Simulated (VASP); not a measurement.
# NaSb2Au (P-3m1) in VASP: a series of runs, part 2 of 2

VASP 6.6.1. The steps go on from the part before.

### 4 Relaxation of cell and atoms, PBE

File INCAR:

```
SYSTEM = NaSb2Au
ALGO = Fast
EDIFF = 1E-7
EDIFFG = -0.01
ENCUT = 600
GGA = PE
IBRION = 2
ISIF = 3
ISMEAR = -1
LASPH = .TRUE.
LCHARG = .FALSE.
LREAL = .FALSE.
LWAVE = .FALSE.
NELM = 60
NSW = 60
PREC = Accurate
SIGMA = 0.05
```

File KPOINTS:

```
k-points
0
G
  5 5 3
  0 0 0
```

File POSCAR:

```
NaSb2Au
1.0
    4.3573000000      0.0000000000      0.0000000000
   -2.1786500000      3.7735400000      0.0000000000
    0.0000000000      0.0000000000      6.8184700000
Na Sb Au
1 2 1
Direct
    0.0000000000      0.0000000000      0.5000000000
    0.6666700000      0.3333300000      0.8163200000
    0.3333300000      0.6666700000      0.1836800000
    0.0000000000      0.0000000000      0.0000000000
```

Potentials or basis: VASP PAW PBE potentials, release 64 (Na_pv, Sb, Au).

The run is started by

```sh
cat potpaw_PBE.64/Na_pv/POTCAR potpaw_PBE.64/Sb/POTCAR potpaw_PBE.64/Au/POTCAR > POTCAR
mpirun -np 1 vasp_std > vasp.out
```

OUTCAR:

```text
SYSTEM = NaSb2Au
   EDIFF = 1E-7
   EDIFFG = -0.01
   ENCUT = 600
   GGA = PE
   IBRION = 2
   ISIF = 3
   ISMEAR = -1
   LASPH = .TRUE.
   LREAL = .FALSE.
   NELM = 60
   NSW = 60
   PREC = Accurate

 ion  position               nearest neighbor table
   1  0.000  0.000  0.500-
   2  0.667  0.333  0.816-   4 2.81   4 2.81   4 2.81   3 3.55   3 3.55   3 3.55
   3  0.333  0.667  0.184-   4 2.81   4 2.81   4 2.81   2 3.55   2 3.55   2 3.55
   4  0.000  0.000  0.000-   2 2.81   3 2.81   2 2.81   3 2.81   2 2.81   3 2.81

  LATTYP: Found a hexagonal cell.
 ALAT       =     4.3573000000
 C/A-ratio  =     1.5648383173

  Lattice vectors:

 A1 = (   4.3573000000,   0.0000000000,   0.0000000000)
 A2 = (  -2.1786500000,   3.7735400000,   0.0000000000)
 A3 = (   0.0000000000,   0.0000000000,   6.8184700000)

Analysis of symmetry for initial positions (statically):
=====================================================================
 Subroutine PRICEL returns:
 Original cell was already a primitive cell.

 Routine SETGRP: Setting up the symmetry group for a
 hexagonal supercell.

 Subroutine GETGRP returns: Found  4 space group operations
 (whereof  4 operations were pure point group operations)
 out of a pool of 24 trial point group operations.

The static configuration has the point symmetry C_2h.

Analysis of symmetry for dynamics (positions and initial velocities):
=====================================================================
 Subroutine PRICEL returns:
 Original cell was already a primitive cell.

 Routine SETGRP: Setting up the symmetry group for a
 hexagonal supercell.

 Subroutine GETGRP returns: Found  4 space group operations
 (whereof  4 operations were pure point group operations)
 out of a pool of 24 trial point group operations.

The dynamic configuration has the point symmetry C_2h.

 Subroutine INISYM returns: Found  4 space group operations
 (whereof  4 operations are pure point group operations),
 and found     1 'primitive' translations

----------------------------------------------------------------------------------------

                                     Primitive cell

  volume of cell :     112.1123

  direct lattice vectors                    reciprocal lattice vectors
     4.357300000  0.000000000  0.000000000     0.229499920  0.132501577  0.000000000
    -2.178650000  3.773540000  0.000000000     0.000000000  0.265003154  0.000000000
     0.000000000  0.000000000  6.818470000     0.000000000  0.000000000  0.146660468

  length of vectors
     4.357300000  4.357306502  6.818470000     0.265003549  0.265003154  0.146660468

  position of ions in fractional coordinates (direct lattice)
     0.000000000  0.000000000  0.500000000
     0.666670000  0.333330000  0.816320000
     0.333330000  0.666670000  0.183680000
     0.000000000  0.000000000  0.000000000

  ion indices of the primitive-cell ions
   primitive index   ion index
                 1           1
                 2           2
                 3           3
                 4           4

----------------------------------------------------------------------------------------

 KPOINTS: k-points

Automatic generation of k-mesh.
 Grid dimensions read from file:
 generate k-points for:    5    5    3

 Generating k-lattice:

  Cartesian coordinates                     Fractional coordinates (reciprocal lattice)
     0.045899984  0.026500315  0.000000000     0.200000000  0.000000000  0.000000000
     0.000000000  0.053000631  0.000000000     0.000000000  0.200000000  0.000000000
     0.000000000  0.000000000  0.048886823     0.000000000  0.000000000  0.333333333

  Length of vectors
     0.053000710  0.053000631  0.048886823

  Shift w.r.t. Gamma in fractional coordinates (k-lattice)
     0.000000000  0.000000000  0.000000000

 Subroutine IBZKPT returns following result:
 ===========================================

 Found     24 irreducible k-points:

 Following reciprocal coordinates:
            Coordinates               Weight
  0.000000  0.000000  0.000000      1.000000
  0.200000 -0.000000  0.000000      4.000000
 -0.200000  0.200000  0.000000      2.000000
  0.400000 -0.000000  0.000000      4.000000
 -0.400000  0.400000  0.000000      2.000000
  0.200000  0.200000  0.000000      2.000000
[... 16 lines left out ...]
  0.400000  0.400000  0.333333      4.000000
 -0.400000 -0.200000  0.333333      4.000000
   k-points           NKPTS =     24   k-points in BZ     NKDIM =     24   number of bands    NBANDS=     18
   number of dos      NEDOS =    301   number of ions     NIONS =      4
   total plane-waves  NPLWV =  69984
   dimension x,y,z NGX =    36 NGY =   36 NGZ =   54
   dimension x,y,z NGXF=    72 NGYF=   72 NGZF=  108
   ions per type =               1   2   1
   NGX,Y,Z   is equivalent  to a cutoff of  13.74, 13.74, 13.17 a.u.
   NGXF,Y,Z  is equivalent  to a cutoff of  27.47, 27.47, 26.33 a.u.
 SYSTEM =  NaSb2Au
   PREC   = accura    normal or accurate (medium, high low for compatibility)
   ISTART =      0    job   : 0-new  1-cont  2-samecut
   ICHARG =      2    charge: 1-file 2-atom 10-const
   ISPIN  =      1    spin polarized calculation?
   LNONCOLLINEAR =      F non collinear calculations
   LSORBIT =      F    spin-orbit coupling
   LASPH  =      T    aspherical Exc in radial PAW
   ENCUT  =  600.0 eV  44.10 Ry    6.64 a.u.   8.70  8.70 13.62*2*pi/ulx,y,z
   NELM   =     60;   NELMIN=  2; NELMDL= -5     # of ELM steps
   EDIFF  = 0.1E-06   stopping-criterion for ELM
   LREAL  =      F    real-space projection
   EDIFFG = -.1E-01   stopping-criterion for IOM
   NSW    =     60    number of steps for IOM
   IBRION =      2    ionic relax: 0-MD 1-quasi-New 2-CG
   NFREE  =      1    steps in history (QN), initial steepest desc. (CG)
   ISIF   =      3    stress and relaxation
   ISYM   =      2    0-nonsym 1-usesym 2-fastsym
   POTIM  = 0.5000    time-step for ionic-motion
   TEBEG  =    0.0;   TEEND  =   0.0 temperature during run
   PSTRESS=    0.0 pullay stress
   NELECT =      28.0000    total number of electrons
   NUPDOWN=      -1.0000    fix difference up-down
   EMIN   =  10.00;   EMAX   =-10.00  energy-range for DOS
   EFERMI =   0.00;   METHOD = LEGACY
   ISMEAR =    -1;   SIGMA  =   0.05  broadening in eV -4-tet -1-fermi 0-gaus
   EFERMI_NEDOS =   21; number of points for ismear=-14 and -15
   IALGO  =     68    algorithm
   IMIX   =      4    mixing-type and parameters
     AMIX     =   0.40;   BMIX     =  1.00
     AMIX_MAG =   1.60;   BMIX_MAG =  1.00
  volume/ion in A,a.u.               =      28.03       189.14
  Fermi-wavevector in a.u.,A,eV,Ry     =   1.030963  1.948237 14.461423  1.062885
  Thomas-Fermi vector in A             =   2.165087
   LORBIT       =      0    0 simple, 1 ext, 2 COOP (PROOUT), +10 PAW based schemes
   GGA     = PE    functional components
   LHFCALC =     F    Hartree Fock is set to
   AEXX    =    0.0000 exact exchange contribution
   IVDW    =     0    specifies the selected vdW correction
   LEPSILON=     F    determine dielectric tensor
   LRPA    =     F    only Hartree local field effects (RPA)
 conjugate gradient relaxation of ions
 non-spin polarized calculation
 RMM-DIIS sequential band-by-band and
  energy-cutoff  :      600.00
  volume of cell :      112.11
 maximum number of plane-waves:      3757
   NGX = 17   NGY = 17   NGZ = 27

--------------------------------------- Ionic step        1  -------------------------------------------

 number of electron      27.9999992 magnetization

 Free energy of the ion-electron system (eV)
  ---------------------------------------------------
  ext. energy  EPLUGINS =         0.00000000
  ---------------------------------------------------
  free energy    TOTEN  =       -13.42483716 eV

  energy without entropy =      -13.40646277  energy(sigma->0) =      -13.41564996

------------------------ aborting loop because EDIFF is reached ----------------------------------------

  FORCE on cell =-STRESS in cart. coord.  units (eV):
  Direction    XX          YY          ZZ          XY          YZ          ZX
  --------------------------------------------------------------------------------------
  -------------------------------------------------------------------------------------
  Total        0.1639907      0.1636443     -0.3040715     -0.0003005     -0.0000347      0.0000601
  in kB        2.3435618      2.3386123     -4.3454312     -0.0042945     -0.0004956      0.0008596
  external PRESSURE =       0.1122476 kB  Pullay stress =       0.0000000 kB
[... 289 lines left out ...]
  energy  without entropy=      -13.4190172266  energy(sigma->0) =      -13.42537657

--------------------------------------- Ionic step        9  -------------------------------------------

 number of electron      28.0000005 magnetization

 Free energy of the ion-electron system (eV)
  ---------------------------------------------------
  ext. energy  EPLUGINS =         0.00000000
  ---------------------------------------------------
  free energy    TOTEN  =       -13.43194749 eV

  energy without entropy =      -13.41954645  energy(sigma->0) =      -13.42574697

 E-fermi :   5.5225     XC(G=0):  -9.1401

 val. band max:        5.4514824787   @ k =   0.0000   0.0000   0.0000
 cond. band min:       5.5876279935   @ k =  -0.2000   0.4000   0.0000
 fundamental gap:      0.1361455148
 Fermi energy:         5.5224736800

 k-point     1 :       0.0000    0.0000    0.0000
  band No.  band energies     occupation
      1     -19.0779      2.00000
      2     -19.0779      2.00000
      3     -19.0565      2.00000
      4      -6.0633      2.00000
      5      -3.1824      2.00000
      6      -0.5810      2.00000
[... 10 lines left out ...]
     17       7.4585      0.00000
     18       8.9130      0.00000
[... 512 lines left out ...]
  FREE ENERGIE OF THE ION-ELECTRON SYSTEM (eV)
  ---------------------------------------------------
  free  energy   TOTEN  =       -13.4319474868 eV

  energy  without entropy=      -13.4195464494  energy(sigma->0) =      -13.42574697

 reached required accuracy - stopping structural energy minimisation
```

CONTCAR:

```text
NaSb2Au
   1.00000000000000
     4.4073880239656704    0.0000496669152354   -0.0000651752797438
    -2.2036509990816953    3.8169425928683820    0.0000651754132719
    -0.0000972794753366    0.0000561644466285    6.6051270909263069
  Na              Sb              Au
     1     2     1
Direct
     0.0000000000000000    0.0000000000000000    0.5000000000000000
     0.6666747604839184    0.3333252395161174    0.8160200403557735
     0.3333252395160816    0.6666747604838826    0.1839799596442266
     0.0000000000000000    0.0000000000000000    0.0000000000000000

  0.00000000E+00  0.00000000E+00  0.00000000E+00
  0.00000000E+00  0.00000000E+00  0.00000000E+00
  0.00000000E+00  0.00000000E+00  0.00000000E+00
  0.00000000E+00  0.00000000E+00  0.00000000E+00
```

Run time: 4.2 min. Hardware: 1 thread of AMD EPYC 9R45 (Zen 5), shared host; peak memory 0.28 GiB.

Results:

* Free energy: -13.4319 eV
* Relaxed volume: 27.78 Å³/atom
* Relaxed cell: a = 4.407 Å, b = 4.407 Å, c = 6.605 Å, α = 90.00°, β = 90.00°, γ = 120.00°
* Space group after relaxing (to 0.05 Å): P-3m1 (No. 164)
* Energy gained by relaxing: 1.8 meV/atom
* Ionic steps: 9
* Pressure after relaxing: 0.0 GPa
* Largest force after relaxing: 0.007 eV/Å
* Band gap on the k mesh: none (metal or under the smearing width)

Forces in eV/Å, atoms in the order of the input:
```
Na   0.000  0.000  0.000
Sb   0.000  0.000 -0.007
Sb   0.000  0.000  0.007
Au   0.000  0.000  0.000
```

Step by step:
```tsv
step	energy change (eV)	largest force (eV/Å)	pressure (GPa)	volume (Å³)
1	0.0000	0.0245	0.01	112.11
2	-0.0017	0.0228	-0.04	112.14
3	-0.0053	0.0127	-0.18	112.22
4	-0.0032	0.0300	-0.42	112.31
5	-0.0061	0.0028	-0.27	112.26
6	-0.0062	0.0816	0.28	111.04
7	-0.0067	0.0401	0.01	111.63
8	-0.0069	0.0307	0.01	111.48
9	-0.0071	0.0074	0.01	111.12
```

Final structure:
```cif
data_structure
_symmetry_space_group_name_H-M 'P 1'
_symmetry_Int_Tables_number 1
_cell_length_a 4.4074
_cell_length_b 4.4074
_cell_length_c 6.6051
_cell_angle_alpha 89.998
_cell_angle_beta 90.002
_cell_angle_gamma 119.999
_cell_volume 111.12
loop_
_atom_site_label
_atom_site_type_symbol
_atom_site_fract_x
_atom_site_fract_y
_atom_site_fract_z
_atom_site_occupancy
Na1 Na 0.00000 0.00000 0.50000 1
Sb1 Sb 0.66667 0.33333 0.81602 1
Sb2 Sb 0.33333 0.66667 0.18398 1
Au1 Au 0.00000 0.00000 0.00000 1
```

Levels at points of the mesh, in eV from the Fermi level:
| k point | band 12 | band 13 | band 14 | band 15 | band 16 | band 17 |
| --- | --- | --- | --- | --- | --- | --- |
| (0.00, 0.00, 0.00) | -0.07 | -0.07 | 0.51 | 1.09 | 1.09 | 1.94 |
